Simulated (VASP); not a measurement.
Runs of VASP 6.6.1 on MgO. The structure is cubic, space group Fm-3m (No. 225). Conventional cell: a = 4.249 Å, b = 4.249 Å, c = 4.249 Å, α = 90.00°, β = 90.00°, γ = 90.00°. Mg (site symmetry m-3m) has 6 O at 2.12 Å as nearest neighbours. Around O (site symmetry m-3m) lie 6 Mg at 2.12 Å. 

| task | level | potentials or basis | cell | k mesh | cutoff (eV) | mesh quality | gap on the mesh (eV) | pressure (GPa) | relaxed volume (Å³/atom) |
| --- | --- | --- | --- | --- | --- | --- | --- | --- | --- |
| relaxation of cell and atoms | PBEsol | VASP PAW PBE potentials, release 64 (Mg, O) | relaxed | 10 × 10 × 10 | 580 | not flagged | 4.66 | 0.0 | 9.31 |
| single point | PBEsol | VASP PAW PBE potentials, release 64 (Mg, O) | as given | 10 × 10 × 10 | 520 | not flagged | 4.39 | (b) | - |
| relaxation of cell and atoms | PBEsol | VASP PAW PBE potentials, release 64 (Mg, O) | relaxed | 4 × 4 × 4 | 600 | coarse | 4.66 | 0.0 | 9.31 |
| relaxation of cell and atoms | RPBE | VASP PAW PBE potentials, release 64 (Mg, O) | relaxed | 10 × 10 × 10 | 600 | not flagged | 4.33 | 0.0 | 9.85 |
| relaxation of cell and atoms | PBEsol | VASP PAW PBE potentials, release 64 (Mg, O_s) | relaxed | 10 × 10 × 10 | 480 | not flagged | 4.66 | 0.0 | (a) |

Alike in all rows: no spin polarisation; smearing gaussian 0.02 eV.

Task: Fill in the values left out.

Result: (a) 9.32; (b) -4.2.

Caveats: some runs use coarse meshes; the PAW data sets were made with another functional, which shifts forces and pressure a little.

A k mesh can miss the band edges.

Not every run made on this cell is shown here.
